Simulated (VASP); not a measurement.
Consider the following.

```
AlN
1.0
    0.00000     2.17339     2.17339
    2.17339     0.00000     2.17339
    2.17339     2.17339     0.00000
Al N
1 1
Direct
  0.00000   0.00000   0.00000
  0.25000   0.25000   0.25000
```

Calculation: LDA (Ceperley-Alder, Perdew-Zunger), VASP's LDA PAW potentials (set 64) (plane waves; VASP). Settings: 520 eV cut-off, 10×10×10 Γ-centred mesh, Gaussian smearing of 0.010 eV, potentials Al N.

### Question
The job: AlN (zinc blende), 2 atoms, LDA, DFPT for ε, Born charges and Γ modes, 520 eV, 10×10×10 Γ-centred mesh. Roughly how much core time does it take on a busy server core?

### Answer
About 2 core-minutes (one run on a shared machine, a rough figure). It had 47 irreducible k-points, 8 bands, up to 568 plane waves and 106 electronic steps.

The compound is AlN in the zinc blende structure, a metastable form; wurtzite is the usual one. It was relaxed first.
